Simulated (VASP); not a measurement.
These are revTPSS meta-GGA, VASP's PBE PAW potentials (set 64) (plane waves; VASP) values and carry that method's errors.

A VASP calculation is set up with these files.

File KPOINTS:
```
Automatic mesh
0
Gamma
10 10 6
0 0 0
```

### INCAR
```
SYSTEM  =  PtSe2
PREC  =  Accurate; ENCUT  =  520; LREAL  =  .FALSE.
LASPH  =  .TRUE.
EDIFF  =  1E-7; NELM  =  100; ALGO  =  Normal
LMAXMIX  =  6; LMIXTAU  =  .TRUE.
ISMEAR  =  1; SIGMA  =  0.1
METAGGA  =  RTPSS
IBRION  =  2; NSW  =  30; ISIF  =  4
EDIFFG  =  -0.01
LWAVE  =  .FALSE.; LCHARG  =  .FALSE.
```

File POSCAR:
```
PtSe2
1.0
  1.8456810121  -3.1968135283   0.0000000000
  1.8456810121   3.1968135283   0.0000000000
  0.0000000000   0.0000000000   5.3185411895
Pt Se
1 2
direct
  0.0000000000   0.0000000000   0.0000000000
  0.3333330000   0.6666670000   0.2415864900
  0.6666670000   0.3333330000   0.7584135100
```

POTCAR, in this order: Pt Se (PBE.64 set). Program: vasp_std.

Without a dispersion term in the relaxation, distances and binding between the weakly bound layers, chains or molecules are unreliable, and so is what depends on them. Unless said otherwise, spin-orbit coupling is left out, though it shifts the bands of the heavy elements here.

### Question
What does the run give for the energy per atom (σ→0), band gap (on the k-mesh)?

### Answer

| Item | Result |
|---|---|
| energy per atom (σ→0) | 13.872 eV/atom |
| band gap (on the k-mesh) | none (metal, semimetal or under 0.01 eV) |

### OSZICAR
```
...
DAV:   4     0.416171075800E+02    0.22240E-03   -0.91222E-04  2454   0.247E-01    0.451E-02
DAV:   5     0.416171009246E+02   -0.66554E-05   -0.87238E-05  2356   0.794E-02    0.189E-02
DAV:   6     0.416171022230E+02    0.12984E-05   -0.18536E-05  2538   0.439E-02    0.628E-03
DAV:   7     0.416170945011E+02   -0.77220E-05   -0.68136E-06  2209   0.288E-02    0.297E-03
DAV:   8     0.416170928045E+02   -0.16966E-05   -0.18843E-06  2398   0.154E-02    0.144E-03
DAV:   9     0.416170920066E+02   -0.79789E-06   -0.44194E-07  2300   0.741E-03    0.475E-04
DAV:  10     0.416170919967E+02   -0.98617E-08   -0.52619E-08  1563   0.261E-03
   6 F= 0.41617092E+02 E0= 0.41617036E+02  d E =-.286076E-02
```

The compound is PtSe2 in the 1T layered structure. This cell is one point of a volume scan, at 0.97 of the reference volume. Symmetry was kept, so distortions that lower it aren't found.
